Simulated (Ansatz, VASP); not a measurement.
# CaGe23O47 in two plane-wave programs, part 2 of 3

Wanted: the spread between two codes on one cell, functional and k mesh. Of the first pair: The structure shown is frame 72 of Ansatz's trajectory.

VASP 6.6.1 and Ansatz 0.2.0.

So far: The starting structure; Ansatz: dynamics, LDA.

## 3. VASP: single point, LDA, pair 1

Level of this step: LDA; plane waves and PAW (Ge_d, Ca_sv, O) (VASP).

The same cell, functional (in two slightly different forms) and mesh now go to VASP, with its own data sets.

Lines of VASP's logs that name or quote its potential files are left out, and so is its time.

Input file INCAR:

```
SYSTEM = CaGe23O47
PREC = Accurate
ENCUT = 520
EDIFF = 1E-06
NELM = 120
ISMEAR = 0
SIGMA = 0.01
LREAL = Auto
ALGO = Normal
GGA = PW92
NBANDS = 360
LORBIT = 11
LWAVE = .FALSE.
LCHARG = .FALSE.
ISIF = 2
LASPH = .TRUE.
GGA_COMPAT = .FALSE.
EFERMI = MIDGAP
NCORE = 2
```

Input file POSCAR:

```
CaGe23O47
1.0
   10.3670000000      0.0000000000      0.0000000000
    0.0000000000     10.3670000000      0.0000000000
    0.0000000000      0.0000000000     10.3670000000
Ge Ca O
23 1 47
Direct
    0.6055946754      0.6740715733      0.6277032893
    0.5070705122      0.5532555223      0.3533326903
    0.0686505257      0.1921095785      0.0242693161
    0.8021124723      0.0841419890      0.4054114016
    0.5363268062      0.1538246359      0.2421433394
    0.0343590238      0.7943570946      0.7531108324
    0.2906048037      0.4262178065      0.9368959197
    0.4333847786      0.4214816244      0.6382174207
    0.1831195138      0.7002218578      0.0292755860
    0.4295167358      0.9290344362      0.7029034436
    0.9416803318      0.5911739172      0.1395099836
    0.3157615511      0.9895919745      0.0202179994
    0.5968361146      0.3981093856      0.0810070416
    0.8253593132      0.0237677245      0.8970000965
    0.2623902768      0.9477669528      0.4626603646
    0.6278672711      0.1654384103      0.6799266905
    0.4355165429      0.8115173146      0.2391916659
    0.7085270570      0.7774573165      0.0443715636
    0.2941062988      0.2517025176      0.4270087779
    0.9125590817      0.5621973570      0.5842191569
    0.7942413427      0.5308768207      0.8855792418
    0.0079000675      0.3344168998      0.3293141700
    0.0049483939      0.8272595736      0.4638178837
    0.1101186457      0.3438217421      0.7088357288
    0.2458377544      0.5542876435      0.0366161860
    0.7185203048      0.9420275875      0.0014758368
    0.3896305585      0.9765602392      0.8600463008
    0.9708980419      0.4155782772      0.5276647053
    0.1755281181      0.3315231022      0.3333076107
    0.4248770136      0.0356419408      0.1518761455
    0.5774669625      0.3409568824      0.6863798592
    0.5761068776      0.6624192148      0.4533326903
    0.7587730298      0.1215202084      0.5675991126
    0.7202372914      0.1253978972      0.8121635960
    0.1646860230      0.2937976271      0.9284170927
    0.4003761937      0.6610301920      0.2791646571
    0.4959776213      0.5730780361      0.7058358252
    0.2892350728      0.8920034726      0.6128581075
    0.6221568438      0.2339538922      0.1229574612
    0.1764830713      0.7807658918      0.8730008681
    0.1430404167      0.8526285328      0.3814893412
    0.3930548857      0.9037715829      0.3657663741
    0.6736471496      0.6562554259      0.9124722678
    0.3143532362      0.8331243368      0.0902575480
    0.9280601910      0.8912703772      0.8652551365
    0.4803414681      0.0929584258      0.6610977139
    0.8862737533      0.2186939327      0.3785280216
    0.5993440725      0.4992379666      0.2147294299
    0.9460403202      0.6753930742      0.4681199961
    0.4422494454      0.3707919360      0.9992476126
    0.3267097521      0.4296421337      0.7792225330
    0.4428474969      0.2535159641      0.3415645799
    0.0144496962      0.2309925726      0.1608179801
    0.5673579628      0.8349474293      0.6888781711
    0.4189157905      0.4592649754      0.4571042732
    0.7288125784      0.4092119224      0.9953892158
    0.8698852127      0.4358348606      0.7677920324
    0.3089611267      0.3105912993      0.5889939230
    0.2204880872      0.1082376772      0.4556766663
    0.5845471207      0.8065013987      0.1594386033
    0.0406482107      0.8880679078      0.6196392399
    0.7648885888      0.6582617922      0.6572489631
    0.6606154143      0.0754413041      0.3229188772
    0.0726343204      0.6978200058      0.1534773801
    0.9360181345      0.1506414585      0.9256004630
    0.9286871805      0.5730394521      0.9740426353
    0.9399151153      0.4778720941      0.2548856950
    0.8202855214      0.7007620334      0.1430211247
    0.1516735796      0.0331436288      0.0390662680
    0.0378026430      0.6276550593      0.7103887335
    0.8933732034      0.9472653612      0.3944632005
```

Input file KPOINTS:

```
Automatic mesh
0
Gamma
1 1 1
0 0 0
```

The projector-augmented-wave data sets are Ge_d, Ca_sv and O (LDA family, release 64).

Started as:

```
$ mpirun -np 8 vasp_gam
```

Numbers of over 12 decimals in the logs are rounded to 6 here.

Log:

```text
[banner, memory and clock lines left out]
running    8 mpi-ranks, on    1 nodes
[...]
|                                                                             |
|               ----> ADVICE to this user running VASP <----                  |
|                                                                             |
|     You enforced a specific xc type in the INCAR file but a different       |
|     [... a line on the potential file left out ...]
|     I HOPE YOU KNOW WHAT YOU ARE DOING!                                     |
|                                                                             |

 LDA part: xc-table for (Slater(with rela. corr.)+PW92), standard interpolation
 POSCAR, INCAR and KPOINTS ok, starting setup
[...]
entering main loop
       N       E                     dE             d eps       ncg     rms          rms(c)
DAV:   1     0.196708808674E+05    0.19671E+05   -0.20801E+05   904   0.441E+03
DAV:   2     0.459328770397E+04   -0.15078E+05   -0.14259E+05   720   0.126E+03
DAV:   3     0.184585428464E+03   -0.44087E+04   -0.41186E+04   776   0.398E+02
DAV:   4    -0.524396458009E+03   -0.70898E+03   -0.69294E+03   848   0.179E+02
[...]
DAV:  17    -0.491221799090E+03   -0.11260E-04   -0.16175E-04   968   0.575E-02    0.120E-02
DAV:  18    -0.491221800482E+03   -0.13918E-05   -0.32183E-05  1048   0.264E-02    0.683E-03
DAV:  19    -0.491221800463E+03    0.18510E-07   -0.58670E-06   704   0.179E-02
   1 F= -.49122180E+03 E0= -.49122180E+03  d E =0.000000E+00
```

From OUTCAR (step 3):

```text
 POSITION                                       TOTAL-FORCE (eV/Angst)
 -----------------------------------------------------------------------------------
      6.27820      6.98810      6.50740        -2.119772      0.567343     -1.031948
      5.25680      5.73560      3.66300        -0.112760     -0.287173     -1.654961
      0.71170      1.99160      0.25160         0.780376     -3.241708     -3.125860
      8.31550      0.87230      4.20290        -0.524991     -0.307508      2.329797
      5.56010      1.59470      2.51030        -0.298040     -1.278405     -1.743862
      0.35620      8.23510      7.80750         0.267802     -0.768102      4.180374
      3.01270      4.41860      9.71280         2.244457     -1.709848      1.885911
      4.49290      4.36950      6.61640         1.453941      0.671343      0.016878
      1.89840      7.25920      0.30350        -0.286685      4.983021     -1.216574
      4.45280      9.63130      7.28700         0.661978      1.737684      0.742093
      9.76240      6.12870      1.44630        -0.065293      0.769030     -0.922519
      3.27350     10.25910      0.20960         0.787158      0.187769     -0.621628
      6.18740      4.12720      0.83980        -3.385540     -1.569097      0.741180
      8.55650      0.24640      9.29920         0.301943      0.462288     -0.502011
[...]
-----------------------------------------------------------------------------------
    total drift:                                0.018178      0.002668     -0.002901

  FREE ENERGIE OF THE ION-ELECTRON SYSTEM (eV)
  ---------------------------------------------------
  free  energy   TOTEN  =      -491.2218004632 eV

  energy  without entropy=     -491.2218004632  energy(sigma->0) =     -491.22180046

[... 1 further part left out ...]
```

The run ends at a pressure of -4.23 GPa, with forces up to 6.3 eV/Å.

## 4. Comparison

Known differences besides the potentials themselves: fixed occupations in Ansatz, narrow Gaussian smearing in VASP; the cutoff is 420 eV in Ansatz and 520 eV in VASP (PREC = Accurate, projectors in real space); VASP's log shows a relativistic correction to its local exchange, Ansatz's none. Total energies have different zeros and are not compared.

Forces on 9 of the 71 atoms, those with the largest forces and the largest differences (eV/Å; atoms numbered as in POSCAR):

| atom | Ansatz x, y, z | VASP x, y, z |
| --- | --- | --- |
| Ge3 | 0.755, -3.207, -3.070 | 0.780, -3.242, -3.126 |
| Ge6 | 0.264, -0.781, 4.062 | 0.268, -0.768, 4.180 |
| Ge9 | -0.325, 4.876, -1.220 | -0.287, 4.983, -1.217 |
| Ge17 | 0.830, 1.390, -3.571 | 0.830, 1.489, -3.656 |
| Ge20 | -0.249, -0.147, 4.140 | -0.339, -0.154, 4.229 |
| O28 | 0.855, -0.373, -0.764 | 0.911, -0.505, -0.838 |
| O47 | 2.496, 3.166, -0.986 | 2.519, 3.211, -0.996 |
| O53 | -1.441, 2.442, 5.421 | -1.494, 2.509, 5.599 |
| O57 | -0.352, 1.293, -1.160 | -0.280, 1.207, -1.282 |

The forces differ by 53 meV/Å r.m.s., which is 3.7 % of the r.m.s. force of 1.418 eV/Å (both taken over all components).

## 5. Ansatz: dynamics, LDA

One frame of this run of dynamics is then solved in both programs, so the motion causes no difference.

The structure compared here is frame 145 of Ansatz's trajectory.

Input file input.yaml:

```yaml
crystal:
  lattice:
    - [10.367, 0.0, 0.0]
    - [0.0, 10.367, 0.0]
    - [0.0, 0.0, 10.367]
  atoms:
    - { symbol: Ge, position: [0.58961, 0.69418, 0.63574] }
    - { symbol: Ge, position: [0.50017, 0.58525, 0.3783] }
    - { symbol: Ge, position: [0.05557, 0.20063, 0.02724] }
    - { symbol: Ge, position: [0.77875, 0.08421, 0.42096] }
    - { symbol: Ge, position: [0.54075, 0.12326, 0.23694] }
    - { symbol: Ge, position: [0.03798, 0.80261, 0.76363] }
    - { symbol: Ge, position: [0.29327, 0.41297, 0.95233] }
    - { symbol: Ge, position: [0.41914, 0.41662, 0.66169] }
    - { symbol: Ge, position: [0.20401, 0.70894, 0.06211] }
    - { symbol: Ge, position: [0.44057, 0.9523, 0.7176] }
    - { symbol: Ge, position: [0.91956, 0.5917, 0.11374] }
    - { symbol: Ge, position: [0.32491, 0.98588, 0.01739] }
    - { symbol: Ge, position: [0.60977, 0.41931, 0.09862] }
    - { symbol: Ge, position: [0.82409, 0.02521, 0.85785] }
    - { symbol: Ge, position: [0.28369, 0.92824, 0.45734] }
    - { symbol: Ge, position: [0.62632, 0.17072, 0.68122] }
    - { symbol: Ge, position: [0.43624, 0.82934, 0.21729] }
    - { symbol: Ge, position: [0.70464, 0.76846, 0.03681] }
    - { symbol: Ge, position: [0.30564, 0.26576, 0.42977] }
    - { symbol: Ge, position: [0.93773, 0.55582, 0.58618] }
    - { symbol: Ge, position: [0.80666, 0.53624, 0.83843] }
    - { symbol: Ge, position: [0.97851, 0.35137, 0.32124] }
    - { symbol: Ge, position: [0.9766, 0.8193, 0.45751] }
    - { symbol: Ca, position: [0.10328, 0.33761, 0.6921] }
    - { symbol: O, position: [0.25607, 0.56276, 0.03074] }
    - { symbol: O, position: [0.73579, 0.9208, 0.97597] }
    - { symbol: O, position: [0.39253, 0.99984, 0.87229] }
    - { symbol: O, position: [0.01543, 0.44632, 0.50784] }
    - { symbol: O, position: [0.18079, 0.33134, 0.35884] }
    - { symbol: O, position: [0.43135, 0.0465, 0.13267] }
    - { symbol: O, position: [0.58119, 0.32125, 0.71389] }
    - { symbol: O, position: [0.62972, 0.67563, 0.48968] }
    - { symbol: O, position: [0.77082, 0.07962, 0.60165] }
    - { symbol: O, position: [0.68299, 0.09671, 0.81854] }
    - { symbol: O, position: [0.17738, 0.31205, 0.94294] }
    - { symbol: O, position: [0.39826, 0.68762, 0.29994] }
    - { symbol: O, position: [0.50425, 0.5502, 0.64804] }
    - { symbol: O, position: [0.32419, 0.90989, 0.61615] }
    - { symbol: O, position: [0.60961, 0.24538, 0.14899] }
    - { symbol: O, position: [0.18526, 0.8059, 0.88597] }
    - { symbol: O, position: [0.15865, 0.8362, 0.40291] }
    - { symbol: O, position: [0.41209, 0.89738, 0.37158] }
    - { symbol: O, position: [0.68654, 0.67681, 0.90925] }
    - { symbol: O, position: [0.30023, 0.82115, 0.10828] }
    - { symbol: O, position: [0.94141, 0.89766, 0.8379] }
    - { symbol: O, position: [0.50157, 0.08446, 0.6369] }
    - { symbol: O, position: [0.85158, 0.2312, 0.3938] }
    - { symbol: O, position: [0.58675, 0.50686, 0.24649] }
    - { symbol: O, position: [0.92537, 0.66887, 0.47162] }
    - { symbol: O, position: [0.45134, 0.41608, 0.01677] }
    - { symbol: O, position: [0.33395, 0.46301, 0.78348] }
    - { symbol: O, position: [0.45712, 0.19427, 0.35982] }
    - { symbol: O, position: [0.01705, 0.26126, 0.15478] }
    - { symbol: O, position: [0.53115, 0.82451, 0.70395] }
    - { symbol: O, position: [0.41474, 0.43828, 0.43973] }
    - { symbol: O, position: [0.70721, 0.42809, 0.95992] }
    - { symbol: O, position: [0.87506, 0.42675, 0.72361] }
    - { symbol: O, position: [0.31476, 0.31103, 0.59178] }
    - { symbol: O, position: [0.25831, 0.09653, 0.43882] }
    - { symbol: O, position: [0.5628, 0.79473, 0.12532] }
    - { symbol: O, position: [0.01014, 0.86157, 0.60154] }
    - { symbol: O, position: [0.80462, 0.64497, 0.71166] }
    - { symbol: O, position: [0.66654, 0.03672, 0.31125] }
    - { symbol: O, position: [0.06618, 0.70338, 0.15638] }
    - { symbol: O, position: [0.92406, 0.17024, 0.91699] }
    - { symbol: O, position: [0.92844, 0.56502, 0.958] }
    - { symbol: O, position: [0.90769, 0.47184, 0.22055] }
    - { symbol: O, position: [0.82314, 0.71782, 0.13018] }
    - { symbol: O, position: [0.15498, 0.06585, 0.02894] }
    - { symbol: O, position: [0.06671, 0.62822, 0.69596] }
    - { symbol: O, position: [0.86853, 0.94863, 0.39238] }
kpoints:
  mp_grid: { grid: [1, 1, 1] }
hamiltonian:
  xc: lda
scf:
  occupations: { method: fixed }
output:
  forces: true
md:
  timestep: 1.0
  n_steps: 217
  ensemble: nvt_langevin
  temperature: 300
  initial_velocities: maxwell_boltzmann
  seed: 5281
```

Started as:

```
$ ansatz run input.yaml --threads 4 --pin off --max-ram 8192MiB --backend cpu --events-out ev --progress --plain --runs-dir out
```

Log:

```text
[...]
Crystal: 71 atoms, lattice volume = 1114.190 Å³
Basis set: ecut = 420 eV, 21879 PW (Γ)
Bands: 378, of which v1, the nominal top of the filled ones, is band 307 counted from 1 (306 counted from 0)
Symmetry: 1 space group operations
k-points: 1
[...]
atom   7  Ge     1.36653307    -0.43369594     0.24369178
  atom   8  Ge     0.67631444    -0.17141126     1.19957958
[...]
atom  68  O      0.33429619    -0.72271940    -1.01550897
  atom  69  O      1.78249006    -1.75541514    -0.27322509
  atom  70  O     -0.44234863     0.86180401     0.10081975
  atom  71  O      0.65956026    -0.55866814     0.49314701
  max |Σ_I F_I| component: 1.91e-4 eV/Å
--- MD trajectory: 217 steps, t = 0.0 → 217.0 fs ---
[...]
[key lines of the parts left out:]
SCF converged after 8 iterations
Free energy (F): -124819.004707 eV
Fermi energy:    3.416944 eV
```

## 6. VASP: single point, LDA, pair 2

The same cell, functional (in two slightly different forms) and mesh now go to VASP, with its own data sets.

INCAR is that of step 3.

Input file POSCAR:

```
CaGe23O47
1.0
   10.3670000000      0.0000000000      0.0000000000
    0.0000000000     10.3670000000      0.0000000000
    0.0000000000      0.0000000000     10.3670000000
Ge Ca O
23 1 47
Direct
    0.5986206231      0.6685058358      0.6094434263
    0.4989582329      0.5528503907      0.3515771197
    0.0832642037      0.1925918781      0.0210764927
    0.7924664802      0.0927462139      0.4013890229
    0.5290054982      0.1304716890      0.2332497347
    0.0144882801      0.7996913283      0.7650139867
    0.2966431948      0.4193498601      0.9310118646
    0.4391820199      0.4101089997      0.6402527250
    0.1845085367      0.7000868139      0.0219542780
    0.4365679560      0.9204591492      0.7131667792
    0.9488473039      0.6121828880      0.1650718626
    0.3349377834      0.9814893412      0.0154818173
    0.5817497830      0.3827915501      0.0937590431
    0.8293141700      0.0131185492      0.9053631716
    0.2702228224      0.9370406096      0.4520497733
    0.6345230057      0.1497057972      0.6778238642
    0.4240281663      0.7952734639      0.2324684094
    0.7192244622      0.7779492621      0.0698562747
    0.2876338381      0.2506703965      0.4318703579
    0.9061444970      0.5729622842      0.5934407254
    0.8199382657      0.5269219639      0.9033471593
    0.0138998746      0.3316485000      0.3147197839
    0.9752580303      0.8352946851      0.4737436095
    0.0801581943      0.3834185396      0.7098678499
    0.2527249928      0.5544033954      0.0075817498
    0.7533905662      0.9501977428      0.0412269702
    0.3970483264      0.9039741487      0.8723545867
    0.9866981769      0.4357287547      0.5350921192
    0.1747660847      0.3557248963      0.3621684190
    0.4584257741      0.0350921192      0.1069836983
    0.5866113630      0.3073406000      0.6440725379
    0.5924568342      0.6760875856      0.4377447670
    0.7397704254      0.0966817787      0.5589659496
    0.7156361532      0.1009645992      0.8207388830
    0.1634031060      0.3057490113      0.9273174496
    0.3715829073      0.6360374264      0.2713321115
    0.5090190026      0.5523295071      0.6789235073
    0.3137069548      0.8923314363      0.6028069837
    0.6244429440      0.2290923121      0.1295939037
    0.1265168323      0.8008102633      0.9040609627
    0.1340792901      0.8550400309      0.4089707726
    0.3955435517      0.9113629787      0.3370599016
    0.7224558696      0.6712838815      0.9446416514
    0.3080158194      0.8098099740      0.0957171795
    0.8811420855      0.8701456545      0.8473039452
    0.4810166876      0.0804765120      0.6731841420
    0.9038294589      0.2185588888      0.4106781132
    0.5793382849      0.4752773223      0.2325262853
    0.9228224173      0.6777081123      0.4636731938
    0.4286003665      0.3485482782      0.0103501495
    0.3099836018      0.4527249928      0.7620912511
    0.4208835729      0.2205652551      0.3151924375
    0.0424037812      0.2189061445      0.1722581267
    0.5650622166      0.8141989004      0.6860904794
    0.4546638372      0.4373203434      0.4586572779
    0.7048615800      0.4211825986      0.9873251664
    0.8582232083      0.4523680911      0.7622359410
    0.3220700299      0.2860904794      0.5852802161
    0.2233143629      0.0969711585      0.4370213176
    0.5718626411      0.7861290634      0.1504581846
    0.0331629208      0.9012732710      0.6262853284
    0.7566509115      0.6422494454      0.6343879618
    0.6580399344      0.0687373396      0.3110446609
    0.0844024308      0.7056236134      0.1552715347
    0.9578952445      0.1317449600      0.9327577891
    0.9543358734      0.5430693547      0.0063277708
    0.9247516157      0.4761647535      0.2582328542
    0.8045143243      0.6973762902      0.1957750555
    0.1964502749      0.0655831002      0.0231503810
    0.0206617151      0.6434166104      0.7179511913
    0.8634706280      0.9375229092      0.4053245876
```

KPOINTS is that of step 3.

Started as:

```
$ mpirun -np 8 vasp_gam
```

Log:

```text
[banner, memory and clock lines left out]
running    8 mpi-ranks, on    1 nodes
[...]
[... a notice as in an earlier step ...]

 LDA part: xc-table for (Slater(with rela. corr.)+PW92), standard interpolation
 POSCAR, INCAR and KPOINTS ok, starting setup
[...]
entering main loop
       N       E                     dE             d eps       ncg     rms          rms(c)
DAV:   1     0.195490012922E+05    0.19549E+05   -0.21019E+05   920   0.442E+03
DAV:   2     0.457060326183E+04   -0.14978E+05   -0.14127E+05   720   0.127E+03
DAV:   3     0.197651207340E+03   -0.43730E+04   -0.40817E+04   768   0.397E+02
DAV:   4    -0.525945205893E+03   -0.72360E+03   -0.70736E+03   832   0.180E+02
[...]
DAV:  17    -0.494949132687E+03   -0.13277E-04   -0.15095E-04   968   0.461E-02    0.107E-02
DAV:  18    -0.494949133070E+03   -0.38306E-06   -0.19516E-05   976   0.270E-02    0.623E-03
DAV:  19    -0.494949133132E+03   -0.62078E-07   -0.36506E-06   696   0.185E-02
   1 F= -.49494913E+03 E0= -.49494913E+03  d E =0.000000E+00
```

Parts of OUTCAR (step 6):

```text
 POSITION                                       TOTAL-FORCE (eV/Angst)
 -----------------------------------------------------------------------------------
      6.20590      6.93040      6.31810         0.145679      0.920953     -1.350769
      5.17270      5.73140      3.64480         0.177635      1.224547      1.072615
      0.86320      1.99660      0.21850         0.440196     -1.259195     -0.850395
      8.21550      0.96150      4.16120         1.184296     -0.648396      1.269022
      5.48420      1.35260      2.41810         0.087612      0.923704     -2.150097
      0.15020      8.29040      7.93090         0.299046      2.232535      0.986022
      3.07530      4.34740      9.65180         1.570001     -2.054008     -1.194634
      4.55300      4.25160      6.63750         0.397765     -2.632672     -1.998805
      1.91280      7.25780      0.22760        -0.227619      1.849707      0.778035
      4.52590      9.54240      7.39340         1.276963      0.730840     -1.256655
      9.83670      6.34650      1.71130        -1.937968     -0.852973     -0.461310
      3.47230     10.17510      0.16050         0.190611     -2.180720     -1.005893
      6.03100      3.96840      0.97200         0.063391      0.701327     -1.519983
      8.59750      0.13600      9.38590         0.220768      2.226021      0.593353
[...]
-----------------------------------------------------------------------------------
    total drift:                                0.003594      0.024416     -0.017406

  FREE ENERGIE OF THE ION-ELECTRON SYSTEM (eV)
  ---------------------------------------------------
  free  energy   TOTEN  =      -494.9491331317 eV

  energy  without entropy=     -494.9491331317  energy(sigma->0) =     -494.94913313

[... 1 part as in an earlier step ...]
```

The run ends at a pressure of -2.66 GPa, with forces up to 4.7 eV/Å.

(Part 2 of 3 ends here.)

[Lines on the potential files, build, host, timing and source positions are cut from VASP's logs without a mark.]

[Logs are printed without paths, hosts, clocks, repeated set-up lines and the standing remarks that a program may print on its own settings, such as how far it seeks lower states.]

[Hosts, paths, dates, database ids (printed as entryN), source tags and the programs' standing remarks are cut or masked in the printed files.]
